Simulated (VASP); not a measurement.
Given:

```
Mg2Pt
1.0
   -3.15168     3.15168     2.81643
    3.15168    -3.15168     2.81643
    3.15168     3.15168    -2.81643
Mg Pt
4 2
Direct
  0.68107   0.81893   0.50000
  0.31893   0.18107   0.50000
  0.81893   0.31893   0.13786
  0.18107   0.68107   0.86214
  0.25000   0.25000   0.00000
  0.75000   0.75000   0.00000
```

Method: LDA (Ceperley-Alder, Perdew-Zunger), VASP's LDA PAW potentials (set 64) (plane waves; VASP). Numerical set-up: 300 eV cut-off, 5×5×5 Γ-centred mesh, Fermi-Dirac smearing of 0.10 eV, potentials Mg Pt.

Problem. Give the energies of bands 4 to 17 at the high-symmetry points, in eV from the Fermi level.

Solution. 
```tsv
band	Γ	X	M	Z	P	N
4	-4.85	-4.73	-4.49	-4.45	-4.76	-4.10
5	-4.48	-4.44	-4.49	-4.45	-3.63	-3.79
6	-3.33	-3.85	-3.53	-3.55	-3.63	-3.79
7	-3.27	-3.70	-3.51	-3.51	-3.47	-3.42
8	-2.82	-3.35	-3.48	-3.51	-3.47	-3.42
9	-2.60	-2.94	-3.48	-3.49	-3.34	-3.40
10	-1.88	-2.77	-3.26	-3.25	-3.34	-3.40
11	-1.88	-1.90	-2.79	-2.80	-3.06	-3.39
12	-0.12	-1.87	-2.52	-2.49	-3.06	-3.39
13	-0.12	-1.05	-1.90	-1.87	-2.21	-0.64
14	0.17	-0.68	-1.90	-1.87	-2.21	-0.64
15	0.60	1.19	-0.44	-0.42	3.25	0.17
16	0.60	1.53	1.08	1.19	3.25	0.17
17	0.92	1.79	4.34	3.99	3.44	3.15
```

It has no gap at this level: it comes out as a metal or semimetal.

The structure comes from a computed database's Mg2Pt entry (I4/mcm); how it stands against other phases isn't given here. The cell was not relaxed at this level.
